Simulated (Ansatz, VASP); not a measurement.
# Cross-check of H11C5 (amorphous polyisobutylene at 250 K) between VASP and Ansatz

Aim: how closely do two programs agree when they are given the same cell, functional and k mesh? Of the first pair: The cell is taken from a series of runs on this material, whose earlier steps may have relaxed, scaled, displaced or heated it; both programs get it as it stands.

Calculated with Ansatz 0.2.0; plane waves, with VASP 6.6.1 beside it; single point at PBE with D3(BJ).

### Step 1. The structure

The cell holds 128 atoms: 40 C and 88 H. Cell: a = 10.218 Å, b = 10.218 Å, c = 10.218 Å, α = 90.0°, β = 90.0°, γ = 90.0°. As first built, before any earlier steps moved the atoms (in the runner's words): 4 polyisobutylene chains of 2 units placed at random, at 0.886 g/cm^3; overlaps pushed apart, then 20 ps at 800 K with MMFF94 bonds, angles, torsions, charges and radii (Halgren, J. Comput. Chem. 17, 490 (1996)) in harmonic and 12-6 forms; charges of ions scaled by 0.8. Snapshot after 30 ps at 250 K and fixed volume.

### Step 2. VASP: single point, PBE with D3(BJ), pair 1

With cell and atoms fixed, the geometry can't cause a difference; cores, projectors, grids and the points listed under the comparison can.

Lines of VASP's logs that name or quote its potential files are left out, and so is its time.

The input, INCAR:

```
SYSTEM = H11C5
PREC = Accurate
ENCUT = 600
EDIFF = 1E-06
NELM = 120
ISMEAR = 0
SIGMA = 0.05
LREAL = Auto
ALGO = Normal
GGA = PE
IVDW = 12
NBANDS = 224
LORBIT = 11
LWAVE = .FALSE.
LCHARG = .FALSE.
ISIF = 2
LASPH = .TRUE.
GGA_COMPAT = .FALSE.
EFERMI = MIDGAP
NCORE = 4
```

The input, POSCAR:

```
H11C5
1.0
   10.2175300000      0.0000000000      0.0000000000
    0.0000000000     10.2175300000      0.0000000000
    0.0000000000      0.0000000000     10.2175300000
C H
40 88
Direct
    0.4974000000      0.9875100000      0.4995600000
    0.4564800000      0.0745000000      0.3894100000
    0.4582700000      0.0100200000      0.2565200000
    0.3614200000      0.8995700000      0.2386500000
    0.5932100000      0.9449500000      0.2347400000
    0.4426700000      0.1082100000      0.1450100000
    0.3231600000      0.1980200000      0.1444300000
    0.3181500000      0.2582000000      0.0083500000
    0.1941400000      0.1343200000      0.1698700000
    0.3334500000      0.3131600000      0.2386900000
    0.7413600000      0.6703000000      0.3942000000
    0.7246000000      0.5520500000      0.3022100000
    0.8487000000      0.4760300000      0.2851700000
    0.8761800000      0.4150600000      0.4146100000
    0.8187400000      0.3679300000      0.1854700000
    0.9701700000      0.5597800000      0.2527700000
    0.9773300000      0.6298800000      0.1155400000
    0.8672400000      0.7283500000      0.0851100000
    0.0976100000      0.7164600000      0.1284000000
    0.0074300000      0.5390000000      0.0039000000
    0.2264700000      0.2738900000      0.6547300000
    0.2431300000      0.4149000000      0.5989800000
    0.3671600000      0.4897000000      0.6187400000
    0.3537600000      0.6294800000      0.5542700000
    0.4769700000      0.4138700000      0.5481300000
    0.3913800000      0.4984300000      0.7712600000
    0.4711800000      0.6094800000      0.8405400000
    0.5002100000      0.5604600000      0.9810900000
    0.6042600000      0.6438500000      0.7820700000
    0.3920000000      0.7374200000      0.8548900000
[... 92 atom lines left out ...]
    0.9343600000      0.2302500000      0.9149900000
    0.9119900000      0.0559600000      0.9632600000
    0.8041800000      0.1762900000      0.0137100000
    0.7365700000      0.9253200000      0.8944800000
    0.6167700000      0.0414000000      0.9107200000
    0.6435900000      0.9740200000      0.7581600000
```

The input, KPOINTS:

```
Automatic mesh
0
Gamma
1 1 1
0 0 0
```

PAW data sets: C and H (PBE family, release 64).

Started as:

```console
mpirun -np 16 vasp_gam
```

Numbers of over 12 decimals in the logs are rounded to 6 here.

The log of the run:

```text
[banner, memory and clock lines left out]
running   16 mpi-ranks, on    1 nodes
[...]
LDA part: xc-table for (Slater+PW92), standard interpolation
 POSCAR, INCAR and KPOINTS ok, starting setup
[...]
entering main loop
       N       E                     dE             d eps       ncg     rms          rms(c)
DAV:   1     0.153251680327E+04    0.15325E+04   -0.13133E+05   448   0.113E+03
DAV:   2    -0.553404526386E+03   -0.20859E+04   -0.19496E+04   568   0.245E+02
DAV:   3    -0.752388564759E+03   -0.19898E+03   -0.19705E+03   584   0.748E+01
DAV:   4    -0.757276063981E+03   -0.48875E+01   -0.48730E+01   576   0.134E+01
[...]
DAV:  15    -0.685466983623E+03    0.10994E-04   -0.59410E-05   496   0.197E-02    0.943E-03
DAV:  16    -0.685466982952E+03    0.67087E-06   -0.13203E-05   584   0.930E-03    0.578E-03
DAV:  17    -0.685466982404E+03    0.54802E-06   -0.34270E-06   528   0.628E-03
   1 F= -.69205297E+03 E0= -.69205297E+03  d E =0.000000E+00
```

Parts of OUTCAR (step 2):

```text
  FREE ENERGIE OF THE ION-ELECTRON SYSTEM (eV)
  ---------------------------------------------------
  free  energy   TOTEN  =      -692.0529724878 eV

  energy  without entropy=     -692.0529724878  energy(sigma->0) =     -692.05297249
```

The run ends at a pressure of 1.75 GPa, with forces up to 3.3 eV/Å.

### Step 3. Ansatz: single point, PBE with D3(BJ), pair 1

Ansatz runs on its default PAW (the set named soft_2) files.

The same cell, functional, mesh and smearing now go to Ansatz, which takes its cutoff from its data sets.

The input, input.yaml:

```yaml
crystal:
  lattice:
    - [10.21753, 0.0, 0.0]
    - [0.0, 10.21753, 0.0]
    - [0.0, 0.0, 10.21753]
  atoms:
    - { symbol: C, position: [0.4974, 0.98751, 0.49956] }
    - { symbol: C, position: [0.45648, 0.0745, 0.38941] }
    - { symbol: C, position: [0.45827, 0.01002, 0.25652] }
    - { symbol: C, position: [0.36142, 0.89957, 0.23865] }
    - { symbol: C, position: [0.59321, 0.94495, 0.23474] }
    - { symbol: C, position: [0.44267, 0.10821, 0.14501] }
    - { symbol: C, position: [0.32316, 0.19802, 0.14443] }
    - { symbol: C, position: [0.31815, 0.2582, 0.00835] }
    - { symbol: C, position: [0.19414, 0.13432, 0.16987] }
    - { symbol: C, position: [0.33345, 0.31316, 0.23869] }
    - { symbol: H, position: [0.49241, 0.04984, 0.58711] }
    - { symbol: H, position: [0.44561, 0.89645, 0.51097] }
    - { symbol: H, position: [0.60062, 0.9606, 0.48512] }
    - { symbol: H, position: [0.50877, 0.16436, 0.39935] }
    - { symbol: H, position: [0.35359, 0.09707, 0.42099] }
    - { symbol: H, position: [0.40942, 0.80566, 0.26391] }
    - { symbol: H, position: [0.27592, 0.90271, 0.30061] }
    - { symbol: H, position: [0.33567, 0.8926, 0.13737] }
    - { symbol: H, position: [0.60643, 0.91804, 0.13167] }
    - { symbol: H, position: [0.67302, 0.01168, 0.27092] }
    - { symbol: H, position: [0.60584, 0.85842, 0.29562] }
    - { symbol: H, position: [0.52639, 0.18069, 0.15274] }
    - { symbol: H, position: [0.45453, 0.04898, 0.05459] }
    - { symbol: H, position: [0.41761, 0.28032, 0.977] }
    - { symbol: H, position: [0.25765, 0.3509, 0.00268] }
    - { symbol: H, position: [0.27592, 0.18825, 0.94268] }
    - { symbol: H, position: [0.17632, 0.11082, 0.2785] }
    - { symbol: H, position: [0.18052, 0.04325, 0.1164] }
    - { symbol: H, position: [0.10592, 0.20146, 0.1506] }
    - { symbol: H, position: [0.26531, 0.39421, 0.22493] }
[... 92 atom lines left out ...]
    - { symbol: H, position: [0.93436, 0.23025, 0.91499] }
    - { symbol: H, position: [0.91199, 0.05596, 0.96326] }
    - { symbol: H, position: [0.80418, 0.17629, 0.01371] }
    - { symbol: H, position: [0.73657, 0.92532, 0.89448] }
    - { symbol: H, position: [0.61677, 0.0414, 0.91072] }
    - { symbol: H, position: [0.64359, 0.97402, 0.75816] }
kpoints:
  mp_grid: { grid: [1, 1, 1] }
hamiltonian:
  xc: pbe
  dispersion: d3bj
scf:
  occupations: { method: gaussian, width: 0.05 }
output:
  forces: true
  stress: true
  populations: intrinsic
  dos:
    method: { smearing: { sigma: 0.08 } }
    de: 0.1
    projected: { site_lists: { C: [C], H: [H] } }
  eigenvalues: true
```

Started as:

```console
ansatz run input.yaml --threads 4 --pin off --max-ram 8192MiB --backend cpu --events-out ev --progress --plain --runs-dir out
```

The log of the run:

```text
Engine: ansatz 0.2.0, aarch64-unknown-linux-gnu
Pseudopotentials: kind: paw
Pseudopotential: C, paw, valence charge 4, recommended cutoff 420 eV (normal), C.paw.azcp
Pseudopotential: H, paw, valence charge 1, recommended cutoff 420 eV (normal), H.paw.azcp
Functional definition: PBE
  parameter kappa = 0.804
  parameter beta = 0.066725
  exchange = pbe_x(kappa = kappa, mu = beta*pi^2/3)
  correlation = pbe_c(beta = beta)
Crystal: 128 atoms, lattice volume = 1066.689 Å³
Basis set: ecut = 420 eV, 20815 PW (Γ), exchange–correlation on 144×144×144 points (8 copies of the dense FFT grid, shifted against one another)
Bands: 252, of which v1, the nominal top of the filled ones, is band 124 counted from 1 (123 counted from 0)
Symmetry: 1 space group operations
Space group: P1 (ITA 1), of the structure as read, at distance tolerance 1.0e-4 Å
k-points: 1
Non-local potential: C, projectors of the file, l = 0: 2, l = 1: 2, l = 2: 1
Non-local potential: H, projectors of the file, l = 0: 2, l = 1: 1
PAW form: soft (Blöchl's): semilocal exchange-correlation on the pseudo side does not see the compensation charge
PAW one-centre angular grid: C, 110 points (default); XC on 64 Gauss nodes
PAW one-centre angular grid: H, 110 points (default); XC on 64 Gauss nodes
Initial density: superposition of atomic densities (neutral atoms: chi_scale 0, normalization atom), corrected by the library's trained network
Initial wavefunctions: pseudopotential atomic-orbital guess
Functional: x = pbe(κ = 0.804, μ = 0.219515), c = pbe(β = 0.066725)
SCF iter   1: F=—  HF=-11459.417179 eV  |F-HF|=—  |Δ(HF+E_count)|=         —  Δρ=4.61e-3  dr2=2.27e-1  ethr=1.77e-3  ⟨swp⟩=6.0  Hψ=1195  notcnv=0  defer=34
preconditioner: auto → Resta (q_TF=auto, 2.139 Å⁻¹)  ε∞=2.3  [insulator: Δε(μ)=5.635 eV  Ē_g=15.743 eV  σ=0.050 eV  W_gap=1.00  n_scr=178 (ndim 8)  ℏωp=17.9 eV  f_vac=0.153  D(μ)=0.00/eV (n_scr^D=0)  ε∞_Penn≈2.3]
SCF iter   2: F=—  HF=-11459.393646 eV  |F-HF|=—  |Δ(HF+E_count)|=   2.35e-2  Δρ=1.80e-3  dr2=3.30e-2  ethr=9.14e-5  ⟨swp⟩=3.0  Hψ=421  notcnv=0  defer=121
SCF iter   3: F=—  HF=-11459.404993 eV  |F-HF|=—  |Δ(HF+E_count)|=   1.13e-2  Δρ=6.56e-4  dr2=4.75e-3  ethr=1.33e-5  ⟨swp⟩=3.0  Hψ=262  notcnv=0  defer=121
SCF iter   4: F=—  HF=-11459.408190 eV  |F-HF|=—  |Δ(HF+E_count)|=   3.20e-3  Δρ=1.45e-4  dr2=2.65e-4  ethr=1.91e-6  ⟨swp⟩=2.0  Hψ=226  notcnv=0  defer=121
SCF iter   5: F=—  HF=-11459.408431 eV  |F-HF|=—  |Δ(HF+E_count)|=   2.41e-4  Δρ=5.20e-5  dr2=3.83e-5  ethr=1.07e-7  ⟨swp⟩=2.0  Hψ=255  notcnv=0  defer=121
SCF iter   6: F=—  HF=-11459.409210 eV  |F-HF|=—  |Δ(HF+E_count)|=   7.79e-4  Δρ=1.38e-5  dr2=2.05e-6  ethr=1.55e-8  ⟨swp⟩=2.0  Hψ=348  notcnv=0  defer=121
SCF iter   7: F=—  HF=-11459.409211 eV  |F-HF|=—  |Δ(HF+E_count)|=   8.84e-7  Δρ=3.65e-6  dr2=1.51e-7  ethr=8.25e-10  ⟨swp⟩=2.0  Hψ=253  notcnv=0  defer=121
SCF iter   8: F=-11459.409211 eV  HF=-11459.409211 eV  |F-HF|=1.02e-8  |Δ(HF+E_count)|=   8.16e-8  Δρ=1.50e-6  dr2=2.76e-8  ethr=4.03e-11  ⟨swp⟩=14.0  Hψ=1660  notcnv=0
SCF 1 converged in 8 iterations: F = -11459.409211 eV  dr2 = 2.76e-8
  greatest PAW one-centre occupation: 0.669 electrons in one spin orbital (limit 2), on the C atom at site 100 (counted from 0), in its partial waves of l = 0
SCF converged after 8 iterations
Free energy (F): -11459.409211 eV
Harris-Foulkes:  -11459.409211 eV  (|F-HF|=1.02e-8)
Internal energy: -11459.409211 eV  (E = F + TS)
E sigma→0 (E₀):  -11459.409211 eV
Fermi energy:    1.127188 eV
--- Per-component energies (eV) ---
  E_band       = -1654.226047
  E_kinetic    = 4909.638143
  E_local      = -13872.424682  (includes V_loc(G=0)·N_el)
  E_nonlocal   = 1232.619907
  E_hartree    = 4922.324293
  E_xc         = -2737.961866
  E_vxc        = -3431.632308  (∫ρ·V_xc dr)
  E_paw        = -4025.902187  (= ΣΔE_a)
  E_vpaw       = -336.954459  (= ΣTr[D̂ρ^β])
  E_aug_tail   = -0.122043  (compensation charges beyond the density's cutoff)
  E_ewald      = -1880.993871
  E_disp       = -6.586905  (pairwise vdW)
  E_smearing   = -0.000000  (= −TS)
  E_closure    = -0.000000  (closes the sum)
  Σ components = -11459.409211   (vs F -11459.409211, Δ=0.00e0)
--- Forces (eV/Å), atoms counted from 1 ---
  atom   1  C      1.67675937     0.39418935     0.55023713
  atom   2  C     -2.40427780    -0.97613355     0.82710484
  atom   3  C      1.05599526    -0.08802148    -0.61450717
  atom   4  C      0.44204050    -1.16214707     0.95443433
  atom   5  C      0.78762146     0.96140500     0.66296909
  atom   6  C      0.84631101     0.83497993     0.68506834
  atom   7  C     -0.90786442     1.12525610    -0.73158141
  atom   8  C     -0.30047238     0.96305400    -0.05350243
  atom   9  C     -2.41721290    -0.11622971     1.74595536
  atom  10  C      1.60514899     0.07784076    -0.75638348
  atom  11  H     -0.04161707    -0.53174041     0.34649256
[...]
atom  71  C      0.27382244     0.08776240     0.57044477
  atom  72  C     -1.04659485     0.99961672     0.94117227
  atom  73  C     -0.57884820     0.18162901    -1.01863492
  atom  74  C      0.26498811    -0.02086637     0.64601082
  atom  75  H      0.35041144     0.31274174     0.86425973
  atom  76  H      1.02410918    -0.36017813     2.22795049
  atom  77  H     -1.64375245     0.10516961    -0.34584305
  atom  78  H      0.62572934    -0.48648432    -0.90853500
  atom  79  H     -0.51273217     0.11434031    -1.58736874
  atom  80  H     -0.54303199     0.08199752     1.08401593
  atom  81  H      0.40569516    -0.27207667    -0.11082049
  atom  82  H     -0.13356319    -0.34539901    -1.79988953
  atom  83  H     -0.09254074     0.10646970    -0.21948828
[...]
atom 121  H      0.40149475    -0.20790905    -0.60225921
  atom 122  H     -0.51157722    -0.71259406     0.82344572
  atom 123  H     -0.02940146    -0.66950120    -0.02214004
  atom 124  H      0.35476241     0.44427151    -0.20497575
  atom 125  H     -0.11063108    -0.06491306    -0.48952406
  atom 126  H      0.55894246    -0.49448837     0.08784205
  atom 127  H     -0.59986995     0.41805412     0.55394321
  atom 128  H     -0.44446243    -0.47388045    -0.49231053
  max |Σ_I F_I| component: 7.21e-5 eV/Å
--- Stress (GPa, compression-positive) ---
        2.251990       0.283670       0.294297
        0.283670       0.222298      -0.628014
        0.294296      -0.628014       2.925924
  P = ⅓ Tr σ = 1.8001 GPa (18.001 kbar)
--- Band table (eV) ---
  k-point 0: bands = [... 120 lower, -1.9373, -1.9064, -1.7525, -1.7122, 3.9665, 4.7139, 4.9542, 5.0748, ... 124 higher]
--- intrinsic populations: 128 sites ---
  site symbol       q [e]
     0      C      4.4971
     1      C      4.3028
     2      C      3.9422
     3      C      4.5178
     4      C      4.4914
     5      C      4.2922
     6      C      3.9347
     7      C      4.4834
     8      C      4.4783
     9      C      4.5103
    10      H      0.8331
    11      H      0.8335
    12      H      0.8507
    13      H      0.8316
    14      H      0.8612
    15      H      0.8369
    16      H      0.8321
    17      H      0.8265
    18      H      0.8384
    19      H      0.8509
    20      H      0.8398
    21      H      0.8626
    22      H      0.8559
    23      H      0.8431
[...]
120      H      0.8373
   121      H      0.8321
   122      H      0.8476
   123      H      0.8392
   124      H      0.8373
   125      H      0.8378
   126      H      0.8315
   127      H      0.8329
  spilling = 0.000000 (of n_electrons = 248.000000)
```

### Step 4. Differences

Known differences besides the potentials themselves: the cutoff is 420 eV in Ansatz and 600 eV in VASP (PREC = Accurate, projectors in real space). Total energies have different zeros and are not compared.

Compared:

```
              quantity  Ansatz   VASP  difference
        pressure (GPa)    1.80   1.75       +0.05
gap on the k mesh (eV)   5.679  5.679       0.000
```

Forces on 10 of the 128 atoms, those with the largest forces and the largest differences (eV/Å; atoms numbered as in POSCAR):

```
atom          Ansatz x, y, z            VASP x, y, z
  C2   -2.404, -0.976, 0.827   -2.402, -0.962, 0.814
  C9   -2.417, -0.116, 1.746   -2.425, -0.122, 1.746
 C15    -2.293, 0.922, 0.095    -2.282, 0.916, 0.090
 C17     0.548, 0.759, 1.835     0.530, 0.752, 1.847
 C20   -1.933, 0.662, -1.045   -1.930, 0.649, -1.050
 C21    1.030, 0.638, -2.916    1.037, 0.641, -2.903
 C22   -2.383, -0.053, 2.261   -2.392, -0.062, 2.256
 H77  -0.337, -0.342, -0.005  -0.330, -0.330, -0.023
 H86    1.024, -0.360, 2.228    1.026, -0.360, 2.238
 H96   -0.357, -0.302, 0.342   -0.378, -0.299, 0.351
```

The forces differ by 10.0 meV/Å r.m.s., which is 1.4 % of the r.m.s. force of 0.708 eV/Å (both taken over all components). A gap on the mesh is an upper bound, since the band edges may lie between its points.

### Step 5. VASP: single point, PBE with D3(BJ), pair 2

With cell and atoms fixed, the geometry can't cause a difference; cores, projectors, grids and the points listed under the comparison can.

INCAR is that of step 2.

The input, POSCAR:

```
H11C5
1.0
   10.2175300000      0.0000000000      0.0000000000
    0.0000000000     10.2175300000      0.0000000000
    0.0000000000      0.0000000000     10.2175300000
C H
40 88
Direct
    0.5226600000      0.0256600000      0.5064300000
    0.4742900000      0.0955100000      0.3834500000
    0.4757800000      0.0146300000      0.2558200000
    0.3877100000      0.8932400000      0.2686100000
    0.6154000000      0.9657400000      0.2273800000
    0.4370200000      0.0989500000      0.1354900000
    0.3136600000      0.1875000000      0.1279500000
    0.2985500000      0.2227700000      0.9823500000
    0.1874200000      0.1201100000      0.1731500000
    0.3303500000      0.3157500000      0.2051200000
    0.7234000000      0.6341800000      0.4271700000
    0.7045700000      0.5384300000      0.3143000000
    0.8241200000      0.4520800000      0.2789000000
    0.8545300000      0.3618200000      0.3959400000
    0.7844700000      0.3648400000      0.1633500000
    0.9515500000      0.5307500000      0.2524900000
    0.9759800000      0.6165800000      0.1290100000
    0.8625900000      0.7090900000      0.0955900000
    0.0969300000      0.7008200000      0.1604700000
    0.0084600000      0.5333900000      0.0077300000
    0.1591900000      0.3556600000      0.6495000000
    0.2009800000      0.4861300000      0.5903500000
    0.3395200000      0.5369200000      0.6259900000
    0.3553100000      0.6668800000      0.5527900000
    0.4417600000      0.4390100000      0.5745500000
    0.3474100000      0.5508500000      0.7770400000
    0.4536000000      0.6331400000      0.8490500000
    0.4505400000      0.5890400000      0.9929600000
    0.5932700000      0.6115800000      0.7981500000
    0.4209400000      0.7799300000      0.8465700000
[... 92 atom lines left out ...]
    0.9882900000      0.1584700000      0.9317800000
    0.9520800000      0.9899700000      0.9544000000
    0.8511700000      0.1095700000      0.0271700000
    0.7540500000      0.8874400000      0.8483000000
    0.6506200000      0.0082900000      0.9165600000
    0.6504800000      0.9809300000      0.7452500000
```

KPOINTS is that of step 2.

Started as:

```console
mpirun -np 16 vasp_gam
```

The log of the run:

```text
[... set-up lines as in an earlier step ...]
 entering main loop
       N       E                     dE             d eps       ncg     rms          rms(c)
DAV:   1     0.150200117715E+04    0.15020E+04   -0.13118E+05   448   0.113E+03
DAV:   2    -0.553880138981E+03   -0.20559E+04   -0.19189E+04   568   0.244E+02
DAV:   3    -0.754619355608E+03   -0.20074E+03   -0.19875E+03   584   0.744E+01
DAV:   4    -0.759516166671E+03   -0.48968E+01   -0.48833E+01   568   0.133E+01
[...]
DAV:  15    -0.689278639267E+03    0.21659E-04   -0.51973E-05   496   0.197E-02    0.817E-03
DAV:  16    -0.689278638853E+03    0.41412E-06   -0.16080E-05   592   0.949E-03    0.564E-03
DAV:  17    -0.689278638079E+03    0.77440E-06   -0.23121E-06   464   0.567E-03
   1 F= -.69583192E+03 E0= -.69583192E+03  d E =0.000000E+00
```

From OUTCAR (step 5):

```text
  FREE ENERGIE OF THE ION-ELECTRON SYSTEM (eV)
  ---------------------------------------------------
  free  energy   TOTEN  =      -695.8319205929 eV

  energy  without entropy=     -695.8319205929  energy(sigma->0) =     -695.83192059
```

The run ends at a pressure of -0.09 GPa, with forces up to 0.025 eV/Å.

[end of part 1 of 2]

[Lines on the potential files, build, host, timing and source positions are cut from VASP's logs without a mark.]

[Logs are printed without paths, hosts, clocks, repeated set-up lines and the standing remarks that a program may print on its own settings, such as how far it seeks lower states.]

[Hosts, paths, dates, database ids (printed as entryN), source tags and the programs' standing remarks are cut or masked in the printed files.]

[The MMFF94 radii named for the starting cell were scaled by 0.96; in molecules described by MMFF94, hydrogen bound to N, O or S took a small fixed 12-6 site in their place.]
